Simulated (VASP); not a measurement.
Calculation: optB86b-vdW, VASP's PBE PAW potentials (set 64) (plane waves; VASP).

A VASP calculation is set up with these files.

### KPOINTS
```
Automatic mesh
0
Gamma
11 11 11
0 0 0
```

File POSCAR:
```
Na
1
   -2.0881069947     2.0881069947     2.0881069947
    2.0881069947    -2.0881069947     2.0881069947
    2.0881069947     2.0881069947    -2.0881069947
Na
1
Direct
  0.0000000000   0.0000000000   0.0000000000
```

### INCAR
```
SYSTEM  =  Na
PREC  =  Accurate; ENCUT  =  520; LREAL  =  F
LASPH  =  T
EDIFF  =  1E-6; NELM  =  100; ALGO  =  Normal
ISMEAR  =  1; SIGMA  =  0.1
GGA  =  MK; LUSE_VDW  =  T; AGGAC  =  0.0
PARAM1  =  0.1234; PARAM2  =  1.0
IBRION  =  2; NSW  =  60; ISIF  =  3
EDIFFG  =  -0.01
LWAVE  =  F; LCHARG  =  F
```

POTCAR, in this order: Na_pv (PBE.64 set). Program: vasp_std.

The run wrote:

**OSZICAR**
```
       N       E                     dE             d eps       ncg     rms          rms(c)
DAV:   1     0.220007609851E+02    0.22001E+02   -0.38917E+03   784   0.822E+02
DAV:   2     0.130481821626E+01   -0.20696E+02   -0.20694E+02   819   0.136E+02
DAV:   3     0.882619792818E+00   -0.42220E+00   -0.42220E+00  1057   0.280E+01
DAV:   4     0.879715453152E+00   -0.29043E-02   -0.29043E-02   945   0.204E+00
DAV:   5     0.879677739357E+00   -0.37714E-04   -0.37714E-04  1001   0.210E-01    0.196E-01
DAV:   6     0.878700812487E+00   -0.97693E-03   -0.11301E-03   833   0.470E-01    0.133E-01
DAV:   7     0.877440992367E+00   -0.12598E-02   -0.31462E-03   819   0.589E-01    0.249E-02
DAV:   8     0.877403861479E+00   -0.37131E-04   -0.14572E-04   952   0.235E-01    0.408E-03
DAV:   9     0.877398856264E+00   -0.50052E-05   -0.66086E-06   833   0.230E-02    0.125E-03
DAV:  10     0.877398460648E+00   -0.39562E-06   -0.97145E-07   847   0.703E-03
   1 F= 0.87739846E+00 E0= 0.87751857E+00  d E =0.877398E+00
```

OUTCAR:
```
------------------------ aborting loop because EDIFF is reached ----------------------------------------
  FORCE on cell =-STRESS in cart. coord.  units (eV):
  Direction    XX          YY          ZZ          XY          YZ          ZX
  --------------------------------------------------------------------------------------
  Total        0.0034342      0.0034342      0.0034342     -0.0000000     -0.0000000      0.0000000
  in kB        0.1510857      0.1510857      0.1510857     -0.0000000     -0.0000000      0.0000000
  external PRESSURE =       0.1510857 kB  Pullay stress =       0.0000000 kB
  volume of cell :       36.42
      direct lattice vectors                 reciprocal lattice vectors
    -2.088106995  2.088106995  2.088106995     0.000000000  0.239451331  0.239451331
     2.088106995 -2.088106995  2.088106995     0.239451331  0.000000000  0.239451331
     2.088106995  2.088106995 -2.088106995     0.239451331  0.239451331  0.000000000
 POSITION                                       TOTAL-FORCE (eV/Angst)
 -----------------------------------------------------------------------------------
      0.00000      0.00000      0.00000         0.000000      0.000000     -0.000000
 -----------------------------------------------------------------------------------
    total drift:                                0.000000     -0.000000      0.000000
  FREE ENERGIE OF THE ION-ELECTRON SYSTEM (eV)
  ---------------------------------------------------
  free  energy   TOTEN  =         0.8773984606 eV

  energy  without entropy=        0.8777588002  energy(sigma->0) =        0.87751857

 reached required accuracy - stopping structural energy minimisation
```
(Selected blocks of OUTCAR.)

The compound is Na in the bcc structure. It was relaxed first, which changed the volume by -6 %. The start is the result of an earlier pass.
